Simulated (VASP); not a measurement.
Here is the system:

```
CELL_PARAMETERS angstrom
      0.00000     2.61541     2.61541
      2.61541     0.00000     2.61541
      2.61541     2.61541     0.00000
ATOMIC_POSITIONS crystal
  Sr 0.00000 0.00000 0.00000
  O  0.50000 0.50000 0.50000
```

Computed with PBE GGA, VASP's PBE PAW potentials (set 64) (plane waves; VASP). Numerical set-up: 600 eV cut-off, 8×8×8 Γ-centred mesh, Gaussian smearing of 0.050 eV, potentials Sr_sv O.

Question: Estimate the energy per atom (σ→0), pressure.

Answer: 
```
Property                       Result
---------------------  --------------
energy per atom (σ→0)  -6.028 eV/atom
pressure                   -12.9 kbar
```

Only differences to runs with the same potentials and settings are physical.

The compound is SrO in the rock salt structure. This cell was strained or had an atom moved on purpose.
